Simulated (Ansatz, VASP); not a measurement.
**Cross-check of SiC (SiC (F-43m)) between VASP and Ansatz**

One calculation is typed for both programs; each brings its own data sets. How far apart do they land? The cell is taken from a series of runs on this material, whose earlier steps may have relaxed, scaled, displaced or heated it; both programs get it as it stands.

Program: Ansatz 0.2.0. Level of theory: plane waves, with VASP 6.6.1 beside it; single point at HSE06. Results are calculated unless marked as measured.

## 1. Starting point

The structure is cubic, space group F-43m (No. 216). The conventional cell has a = 4.380 Å, b = 4.380 Å, c = 4.380 Å, α = 90.00°, β = 90.00°, γ = 90.00°. Nearest to Si lie 4 C at 1.90 Å. Nearest to C lie 4 Si at 1.90 Å. Farther neighbours are not listed.

## 2. VASP: single point, HSE06

A single point gives forces, pressure and levels at one fixed geometry, so differences don't come from the geometry; what else differs is listed under the comparison.

Lines of VASP's logs that name or quote its potential files are left out, and so is its time.

The run reads the wave functions of an earlier VASP run, which isn't shown here.

INCAR reads:

```
SYSTEM = SiC
PREC = Accurate
ENCUT = 520
EDIFF = 1E-06
NELM = 100
ISMEAR = -1
SIGMA = 0.01
LREAL = .FALSE.
ALGO = Normal
LHFCALC = .TRUE.
AEXX = 0.25
GGA = PE
HFSCREEN = 0.208
LASPH = .TRUE.
NBANDS = 24
PRECFOCK = Fast
LORBIT = 11
LWAVE = .FALSE.
LCHARG = .FALSE.
ISIF = 2
```

POSCAR reads:

```
SiC
1.0
    4.3797272500      0.0000000000      0.0000000000
    0.0000000000      0.0000000000     -4.3797272500
    0.0000000000      4.3797272500      0.0000000000
Si C
4 4
Direct
    0.0000000000      0.0000000000      0.0000000000
    0.0000000000      0.5000000000      0.5000000000
    0.5000000000      0.0000000000      0.5000000000
    0.5000000000      0.5000000000      0.0000000000
    0.2500000000      0.2500000000      0.7500000000
    0.2500000000      0.7500000000      0.2500000000
    0.7500000000      0.2500000000      0.2500000000
    0.7500000000      0.7500000000      0.7500000000
```

KPOINTS reads:

```
Automatic mesh
0
Gamma
2 2 2
0 0 0
```

PAW data sets: Si and C (PBE family, release 64).

The run is started by

```
$ export OMP_NUM_THREADS=3
$ mpirun -np 1 vasp_std
```

Numbers of over 12 decimals in the logs are rounded to 6 here.

Log:

```text
[banner, memory and clock lines left out]
running    1 mpi-ranks, on    1 nodes
 distrk:  each k-point on    1 cores,    1 groups
 distr:  one band on    1 cores,    1 groups
 Offloading initialized ...    1 GPUs detected
 POSCAR found type information on POSCAR SiC
 POSCAR found :  2 types and       8 ions
 LDA part: xc-table for (Slater+PW92), standard interpolation
 found WAVECAR, reading the header
 POSCAR, INCAR and KPOINTS ok, starting setup
 FFT: planning ... GRIDC
 FFT: planning ... GRID_SOFT
 FFT: planning ... GRID
 reading WAVECAR
 the WAVECAR file was read successfully
 initial charge from wavefunction
 entering main loop
       N       E                     dE             d eps       ncg     rms          rms(c)
DAV:   1    -0.692798984318E+02   -0.69280E+02   -0.11686E+00   192   0.666E+00    0.534E+00
DAV:   2    -0.692876023230E+02   -0.77039E-02   -0.35134E-02   216   0.103E+00    0.380E+00
DAV:   3    -0.692854831901E+02    0.21191E-02   -0.10752E-03   232   0.202E-01    0.222E+00
DAV:   4    -0.692847310800E+02    0.75211E-03   -0.34067E-04   216   0.100E-01    0.128E+00
DAV:   5    -0.692844974033E+02    0.23368E-03   -0.11305E-04   232   0.566E-02    0.723E-01
DAV:   6    -0.692844237340E+02    0.73669E-04   -0.28628E-05   216   0.311E-02    0.410E-01
DAV:   7    -0.692843985527E+02    0.25181E-04   -0.88988E-06   224   0.188E-02    0.232E-01
DAV:   8    -0.692843911340E+02    0.74187E-05   -0.26019E-06   160   0.112E-02    0.134E-01
DAV:   9    -0.692843892299E+02    0.19041E-05   -0.11475E-06   144   0.811E-03    0.765E-02
DAV:  10    -0.692843887303E+02    0.49954E-06   -0.27523E-07   136   0.385E-03
   1 F= -.69284389E+02 E0= -.69284389E+02  d E =-.202021E-12
```

OUTCAR, selected parts (step 2):

```text
ion  position               nearest neighbor table
   1  0.000  0.000  0.000-   5 1.90   6 1.90   7 1.90   8 1.90   3 3.10   4 3.10   2 3.10   2 3.10
                             3 3.10   2 3.10   4 3.10   2 3.10   3 3.10   4 3.10   3 3.10   4 3.10
   2  0.000  0.500  0.500-   5 1.90   6 1.90   7 1.90   8 1.90   3 3.10   4 3.10   1 3.10   1 3.10
                             4 3.10   1 3.10   3 3.10   1 3.10   3 3.10   4 3.10   4 3.10   3 3.10
   3  0.500  0.000  0.500-   5 1.90   6 1.90   7 1.90   8 1.90   2 3.10   4 3.10   1 3.10   1 3.10
                             4 3.10   2 3.10   4 3.10   4 3.10   1 3.10   2 3.10   1 3.10   2 3.10
   4  0.500  0.500  0.000-   5 1.90   6 1.90   7 1.90   8 1.90   2 3.10   3 3.10   1 3.10   2 3.10
                             3 3.10   1 3.10   3 3.10   3 3.10   1 3.10   2 3.10   2 3.10   1 3.10
   5  0.250  0.250  0.750-   1 1.90   2 1.90   3 1.90   4 1.90
   6  0.250  0.750  0.250-   1 1.90   2 1.90   3 1.90   4 1.90
   7  0.750  0.250  0.250-   1 1.90   2 1.90   3 1.90   4 1.90
   8  0.750  0.750  0.750-   1 1.90   2 1.90   3 1.90   4 1.90

  LATTYP: Found a simple cubic cell.
 ALAT       =     4.3797272500

 Subroutine GETGRP returns: Found 24 space group operations
 (whereof 24 operations were pure point group operations)

The static configuration has the point symmetry T_d .

 Found      4 irreducible k-points:

   k-points           NKPTS =      4   k-points in BZ     NKDIM =      8   number of bands    NBANDS=     24

   dimension x,y,z NGX =    36 NGY =   36 NGZ =   36
   dimension x,y,z NGXF=    72 NGYF=   72 NGZF=   72

   ENCUT  =  520.0 eV  38.22 Ry    6.18 a.u.   8.14  8.14  8.14*2*pi/ulx,y,z

   NELECT =      32.0000    total number of electrons

 k-points in reciprocal lattice and weights: Automatic mesh
   0.00000000  0.00000000  0.00000000       0.125
   0.50000000  0.00000000  0.00000000       0.375
   0.50000000  0.50000000  0.00000000       0.375
   0.50000000  0.50000000  0.50000000       0.125

  exchange ACFDT corr.  =         0.00000000  see jH, gK, PRB 81, 115126

 average (electrostatic) potential at core
       1 -76.9351       2 -76.9351       3 -76.9351       4 -76.9351       5 -41.0424
       6 -41.0424       7 -41.0424       8 -41.0424

 E-fermi :   7.6248

 k-point     1 :       0.0000    0.0000    0.0000
  band No.  band energies     occupation
    ...
     12       3.8740      2.00000
     13       3.8740      2.00000
     14       7.3478      2.00000
     15       7.3478      2.00000
     16       7.3478      2.00000
     17       9.6021      0.00000
     18       9.6021      0.00000
     19       9.6021      0.00000
     20      12.6772      0.00000
     21      12.6772      0.00000
    ...

 k-point     2 :       0.5000    0.0000    0.0000
  band No.  band energies     occupation
    ...
     12       3.6881      2.00000
     13       5.2508      2.00000
     14       5.2508      2.00000
     15       5.2508      2.00000
     16       5.2508      2.00000
     17      12.4235      0.00000
     18      12.4235      0.00000
     19      13.6630      0.00000
     20      13.6630      0.00000
     21      14.8234      0.00000
    ...

 k-point     3 :       0.5000    0.5000    0.0000
  band No.  band energies     occupation
    ...
     12       2.6822      2.00000
     13       6.0602      2.00000
     14       6.0602      2.00000
     15       6.0602      2.00000
     16       6.0602      2.00000
     17      13.9911      0.00000
     18      13.9911      0.00000
     19      13.9911      0.00000
     20      13.9911      0.00000
     21      17.4037      0.00000
    ...

  Total       -2.6648832     -2.6648832     -2.6648832     -0.0000000      0.0000000     -0.0000000
  in kB      -50.8215106    -50.8215106    -50.8215106     -0.0000000      0.0000000     -0.0000000
  external PRESSURE =     -50.8215106 kB  Pullay stress =       0.0000000 kB

  energy-cutoff  :      520.00
  volume of cell :       84.01
      direct lattice vectors                 reciprocal lattice vectors
     4.379727250  0.000000000  0.000000000     0.228324720 -0.000000000  0.000000000
     0.000000000  0.000000000 -4.379727250     0.000000000  0.000000000 -0.228324720
     0.000000000  4.379727250  0.000000000    -0.000000000  0.228324720  0.000000000

 POSITION                                       TOTAL-FORCE (eV/Angst)
 -----------------------------------------------------------------------------------
      0.00000      0.00000      0.00000         0.000000      0.000000     -0.000000
      0.00000      2.18986     -2.18986         0.000000      0.000000      0.000000
      2.18986      2.18986      0.00000        -0.000000      0.000000      0.000000
      2.18986      0.00000     -2.18986         0.000000      0.000000      0.000000
      1.09493      3.28480     -1.09493        -0.000000     -0.000000      0.000000
      1.09493      1.09493     -3.28480        -0.000000     -0.000000     -0.000000
      3.28480      1.09493     -1.09493         0.000000      0.000000     -0.000000
      3.28480      3.28480     -3.28480         0.000000     -0.000000     -0.000000
 -----------------------------------------------------------------------------------
    total drift:                               -0.000054      0.000050      0.000029

  FREE ENERGIE OF THE ION-ELECTRON SYSTEM (eV)
  ---------------------------------------------------
  free  energy   TOTEN  =       -69.2843887303 eV

  energy  without entropy=      -69.2843887303  energy(sigma->0) =      -69.28438873

 total charge
# of ion       s       p       d       tot
------------------------------------------
    1        0.708   0.978   0.000   1.686
    2        0.708   0.978   0.000   1.686
    3        0.708   0.978   0.000   1.686
    4        0.708   0.978   0.000   1.686
    5        0.830   1.711   0.000   2.541
    6        0.830   1.711   0.000   2.541
    7        0.830   1.711   0.000   2.541
    8        0.830   1.711   0.000   2.541
--------------------------------------------------
tot          6.154  10.756   0.000  16.910

[... 1 further part left out ...]
```

The run ends at a pressure of -5.08 GPa.

## 3. Ansatz: single point, HSE06

Ansatz runs on its default PAW (the set named soft_2) files.

The same cell, functional, mesh and smearing now go to Ansatz.

input.yaml reads:

```yaml
crystal:
  lattice:
    - [4.37972725, 0.0, 0.0]
    - [0.0, 0.0, -4.37972725]
    - [0.0, 4.37972725, 0.0]
  atoms:
    - { symbol: Si, position: [0.0, 0.0, 0.0] }
    - { symbol: Si, position: [0.0, 0.5, 0.5] }
    - { symbol: Si, position: [0.5, 0.0, 0.5] }
    - { symbol: Si, position: [0.5, 0.5, 0.0] }
    - { symbol: C, position: [0.25, 0.25, 0.75] }
    - { symbol: C, position: [0.25, 0.75, 0.25] }
    - { symbol: C, position: [0.75, 0.25, 0.25] }
    - { symbol: C, position: [0.75, 0.75, 0.75] }
basis:
  ecutwfc: 420.0
  ecutrho_ratio: 4
  xc_grid: 2
  fft_grid_basis: typed
  precision: f64
kpoints:
  mp_grid: { grid: [2, 2, 2] }
hamiltonian:
  xc: hse06
  pseudopotentials: { kind: paw }
scf:
  max_iter: 80
  occupations: { method: fermi_dirac, width: 0.01 }
output:
  forces: true
checkpoint:
  write: "../host.relax.run"
  compress: false
  write_wavefunctions: true
  write_every: 100000
```

The run is started by

```
$ ansatz run input.yaml --threads 4 --pin off --max-ram 11304MiB --backend cpu --events-out ev --progress --plain --runs-dir out
```

Log:

```text
exact exchange: scf.exx.singularity resolves to wigner_seitz, which cuts the screened interaction at the faces of the exchange supercell's Wigner-Seitz cell, so that each pair interacts once, at the shortest of its separations (the periodic images that this leaves out come, for a point-like exchange hole, to about 0.026 eV on a filled level). The cut falls within the interaction's reach, and what an exchange supercel [...]
Engine: ansatz 0.2.0, aarch64-unknown-linux-gnu
Pseudopotentials: kind: paw
Pseudopotential: Si, paw, valence charge 4, recommended cutoff 420 eV (normal), Si.paw.azcp
Pseudopotential: C, paw, valence charge 4, recommended cutoff 420 eV (normal), C.paw.azcp
Functional definition: HSE06
  parameter a = 0.25
  parameter omega = 0.11/bohr
  exchange = pbe_x - a*pbe_x_sr(omega) + a*exact_x_sr(omega)
  correlation = pbe_c
Crystal: 8 atoms, lattice volume = 84.012 Å³
Basis set: ecut = 420 eV, 1647 PW (Γ), exchange–correlation on 60×60×60 points (8 copies of the dense FFT grid, shifted against one another)
Bands: 24, of which v1, the nominal top of the filled ones, is band 16 counted from 1 (15 counted from 0)
Symmetry: 96 space group operations
Space group: F-43m (ITA 216), of the structure as read, at distance tolerance 4.4e-5 Å
k-points: 4 of 8
Non-local potential: Si, projectors of the file, l = 0: 2, l = 1: 2, l = 2: 2
Non-local potential: C, projectors of the file, l = 0: 2, l = 1: 2, l = 2: 1
PAW form: soft (Blöchl's): semilocal exchange-correlation on the pseudo side does not see the compensation charge
PAW frozen core: Si, regenerated for the run's functional, and the local potential with it (the file was generated under x = pbe(κ = 0.804, μ = 0.219515), c = pbe(β = 0.066725))
PAW frozen core: C, regenerated for the run's functional, and the local potential with it (the file was generated under x = pbe(κ = 0.804, μ = 0.219515), c = pbe(β = 0.066725))
PAW one-centre angular grid: Si, 110 points (default); XC on 64 Gauss nodes
PAW one-centre angular grid: C, 110 points (default); XC on 64 Gauss nodes
Initial density: superposition of atomic densities (neutral atoms: chi_scale 0, normalization atom), corrected by the library's trained network
Initial wavefunctions: pseudopotential atomic-orbital guess
Functional: x = pbe(κ = 0.804, μ = 0.219515), c = pbe(β = 0.066725), warm-up for x = pbe(κ = 0.804, μ = 0.219515) + 0.25 (exact − pbe) at short range (hse, ω = 0.207870 Å⁻¹), c = pbe(β = 0.066725); HSE06 as pw.x's `hse` composes it (authors' and Libxc's form: `xc: wpbeh`)
SCF iter   1: F=—  HF=-3548.115598 eV  |F-HF|=—  |Δ(HF+E_count)|=         —  Δρ=2.73e-3  dr2=7.13e-3  ethr=1.77e-3  ⟨swp⟩=10.0  Hψ=521  notcnv=0
preconditioner: auto → none  [insulator: Δε(μ)=1.347 eV  Ē_g=12.064 eV  σ=0.010 eV  W_gap=1.00  n_scr=18 (ndim 8)  ℏωp=22.9 eV  f_vac=0.000  D(μ)=0.00/eV (n_scr^D=0)]
iter 2 solved again at ethr=1.15e-6 eV; its pass at ethr=2.23e-5 eV (dr2=3.68e-4 eV) is discarded
SCF iter   2: F=—  HF=-3548.114494 eV  |F-HF|=—  |Δ(HF+E_count)|=   1.10e-3  Δρ=9.03e-4  dr2=3.75e-4  ethr=1.15e-6  ⟨swp⟩=3.2  Hψ=470  notcnv=0  defer=3
SCF iter   3: F=-3548.114634 eV  HF=-3548.114555 eV  |F-HF|=7.98e-5  |Δ(HF+E_count)|=   6.05e-5  Δρ=4.02e-4  dr2=4.98e-5  ethr=1.15e-6  ⟨swp⟩=4.0  Hψ=199  notcnv=0  defer=1
SCF 1 stopped early in 3 iterations: F = -3548.114634 eV  dr2 = 4.98e-5
  greatest PAW one-centre occupation: 0.638 electrons in one spin orbital (limit 2), on the C atom at site 7 (counted from 0), in its partial waves of l = 0
Initial density: handed on by an earlier stage of this run
Initial wavefunctions: those handed on with the density
Functional: x = pbe(κ = 0.804, μ = 0.219515) + 0.25 (exact − pbe) at short range (hse, ω = 0.207870 Å⁻¹), c = pbe(β = 0.066725); HSE06 as pw.x's `hse` composes it (authors' and Libxc's form: `xc: wpbeh`)
Exchange kernel: α = 0.2500, screened, ω = 0.2079 Å⁻¹, Wigner–Seitz truncation, v(0) = 834.2498 eV·Å³, q-mesh 2×2×2, nearest image of the exchange supercell L = 8.76 Å, pair-density grid 24×24×24, without the augmentation charges, whose exchange is taken in its separable form by FFT convolution over the k-point mesh (sized by the pseudopotential files, 30×30×30 at the most), smooth part of the exact exchange by density-matrix convolution
Frozen-core exchange: fock
SCF iter   1: F=—  HF=-3550.667186 eV  |F-HF|=—  |Δ(HF+E_count)|=         —  Δρ=5.88e-3  dr2=1.66e-2  ethr=1.56e-6  ⟨swp⟩=8.5  Hψ=516  notcnv=0
preconditioner: auto → none  [insulator: Δε(μ)=2.192 eV  Ē_g=13.849 eV  σ=0.010 eV  W_gap=1.00  n_scr=18 (ndim 8)  ℏωp=22.9 eV  f_vac=0.000  D(μ)=0.00/eV (n_scr^D=0)]
SCF iter   2: F=—  HF=-3550.660938 eV  |F-HF|=—  |Δ(HF+E_count)|=   6.25e-3  Δρ=2.67e-3  dr2=3.67e-3  ethr=1.56e-6  ⟨swp⟩=3.2  Hψ=277  notcnv=0
SCF iter   3: F=—  HF=-3550.668967 eV  |F-HF|=—  |Δ(HF+E_count)|=   8.03e-3  Δρ=5.81e-4  dr2=2.56e-4  ethr=1.56e-6  ⟨swp⟩=5.0  Hψ=308  notcnv=0
SCF iter   4: F=—  HF=-3550.668895 eV  |F-HF|=—  |Δ(HF+E_count)|=   7.23e-5  Δρ=1.63e-4  dr2=2.97e-5  ethr=7.07e-7  ⟨swp⟩=3.0  Hψ=211  notcnv=0
SCF iter   5: F=-3550.668987 eV  HF=-3550.668990 eV  |F-HF|=2.91e-6  |Δ(HF+E_count)|=   9.55e-5  Δρ=9.41e-5  dr2=5.74e-6  ethr=6.52e-8  ⟨swp⟩=4.5  Hψ=255  notcnv=0
SCF 2 stopped early in 5 iterations: F = -3550.668987 eV  dr2 = 5.74e-6
  greatest PAW one-centre occupation: 0.640 electrons in one spin orbital (limit 2), on the C atom at site 7 (counted from 0), in its partial waves of l = 0
hybrid outer 1: dexx = +1.042e-2 eV, tail = 2.08e-5 eV
Exchange kernel: α = 0.2500, screened, ω = 0.2079 Å⁻¹, Wigner–Seitz truncation, v(0) = 834.2498 eV·Å³, q-mesh 2×2×2, nearest image of the exchange supercell L = 8.76 Å, pair-density grid 24×24×24, without the augmentation charges, whose exchange is taken in its separable form by FFT convolution over the k-point mesh (sized by the pseudopotential files, 30×30×30 at the most), smooth part of the exact exchange by density-matrix convolution
Frozen-core exchange: fock
SCF iter   1: F=—  HF=-3550.668918 eV  |F-HF|=—  |Δ(HF+E_count)|=         —  Δρ=2.51e-5  dr2=4.05e-7  ethr=3.25e-7  ⟨swp⟩=5.5  Hψ=237  notcnv=0
preconditioner: auto → none  [insulator: Δε(μ)=2.225 eV  Ē_g=13.854 eV  σ=0.010 eV  W_gap=1.00  n_scr=18 (ndim 8)  ℏωp=22.9 eV  f_vac=0.000  D(μ)=0.00/eV (n_scr^D=0)]
SCF iter   2: F=-3550.668918 eV  HF=-3550.668918 eV  |F-HF|=4.82e-9  |Δ(HF+E_count)|=   9.61e-9  Δρ=7.05e-6  dr2=2.46e-8  ethr=1.24e-9  ⟨swp⟩=3.2  Hψ=215  notcnv=0
SCF 3 converged in 2 iterations: F = -3550.668918 eV  dr2 = 2.46e-8
  Residual-converged pass: ⟨swp⟩=3.0  Hψ=216  notcnv=0  max |occ|·‖R‖ = 6.4e-6 eV (tolerance 6.7e-6 eV)  dr2=2.56e-8  dr2_onsite=1.23e-9  max |Δocc| = 0.0e0
hybrid outer 2: dexx = +1.472e-7 eV, tail = 5.40e-8 eV, Δε = 1.36e-3 eV (about 1.04e-4 eV left of the loop's levels)
hybrid SCF converged: 2 outer / 7 inner (+3 warm-up), last move |dexx| = 1.47e-7 eV, tail = 5.40e-8 eV
Stability not checked: this state was not tested for a lower state beside it, because the functional holds exact exchange (a hybrid, or Hartree-Fock), whose exchange loop this test does not read (fock_operator; see scf.lower_state_search)
Free energy (F): -3550.668918 eV
Frozen-core exchange: fock
Harris-Foulkes:  -3550.668918 eV  (|F-HF|=4.82e-9)
Internal energy: -3550.668918 eV  (E = F + TS)
E sigma→0 (E₀):  -3550.668918 eV
Fermi energy:    9.835071 eV
--- Per-component energies (eV) ---
  E_band       = 73.604158
  E_kinetic    = 541.793990
  E_local      = -418.885483  (includes V_loc(G=0)·N_el)
  E_nonlocal   = 200.843765
  E_hartree    = 130.479690
  E_xc         = -342.053493
  E_vxc        = -352.363557  (∫ρ·V_xc dr)
  E_exx        = -60.663164  (= α·E_x^exact, valence–valence)
  E_paw        = -2468.394896  (= ΣΔE_a)
  E_vpaw       = -37.416726  (= ΣTr[D̂ρ^β])
  E_aug_tail   = 0.000045  (compensation charges beyond the density's cutoff)
  E_ewald      = -1133.484021
  E_core_change = -0.305338  (= ΣΔE_core)
  E_smearing   = -0.000000  (= −TS)
  E_closure    = -0.000013  (closes the sum)
  Σ components = -3550.668918   (vs F -3550.668918, Δ=-4.55e-13)
--- Forces (eV/Å), atoms counted from 1 ---
  atom   1  Si    -0.00000000    -0.00000000     0.00000000
  atom   2  Si    -0.00000000     0.00000000     0.00000000
  atom   3  Si    -0.00000000    -0.00000000    -0.00000000
  atom   4  Si    -0.00000000     0.00000000     0.00000000
  atom   5  C     -0.00000000     0.00000000    -0.00000000
  atom   6  C     -0.00000000     0.00000000    -0.00000000
  atom   7  C     -0.00000000     0.00000000    -0.00000000
  atom   8  C     -0.00000000     0.00000000    -0.00000000
  max |Σ_I F_I| component: 1.12e-21 eV/Å
--- Band table (eV) ---
  k-point 0: bands = [... 12 lower, 5.2506, 8.7229, 8.7229, 8.7229, 10.9473, 10.9473, 10.9473, 14.0282, ... 1 higher]
  k-point 1: bands = [... 12 lower, 6.6281, 6.6281, 6.6281, 6.6281, 13.7762, 13.7762, 15.0055, 15.0055, ... 1 higher]
  k-point 2: bands = [... 12 lower, 7.4376, 7.4376, 7.4376, 7.4376, 15.3394, 15.3394, 15.3394, 15.3394, ... 1 higher]
  k-point 3: bands = [... 12 lower, 7.5683, 7.5683, 7.5683, 7.5683, 15.2195, 15.2195, 15.2195, 15.2195, ... 1 higher]
  guard bands above this table: 3 of the run's 24 bands. The solve was not asked for them (output.publish_guard_bands: true or output.eigenvalues: true publishes all)
```

## 4. Side by side

Known differences besides the potentials themselves: exact exchange at q = 0 is treated differently, which shows on coarse meshes; VASP keeps PBE cores, Ansatz makes them for the functional; the cutoff is 420 eV in Ansatz and 520 eV in VASP; VASP takes a coarser grid for exact exchange (PRECFOCK = Fast). Total energies have different zeros and are not compared.

The two programs side by side:

```
              quantity  Ansatz   VASP  difference
gap on the k mesh (eV)   2.224  2.254      -0.030
```

A gap on the mesh is an upper bound, since the band edges may lie between its points.

## 5. Results

```
difference in gap on the k mesh (single point, HSE06) : -0.030 eV
```

**Reading.** The difference in gap on the k mesh is -0.030 eV (single point, HSE06), within the 0.08 eV picked in this series as the mark of a large difference. How closely two codes agree says nothing of how well the functional describes the real material.

[Lines on the potential files, build, host, timing and source positions are cut from VASP's logs without a mark.]

[Logs are printed without paths, hosts, clocks, repeated set-up lines and the standing remarks that a program may print on its own settings, such as how far it seeks lower states.]

[Hosts, paths, dates, database ids (printed as entryN), source tags and the programs' standing remarks are cut or masked in the printed files.]
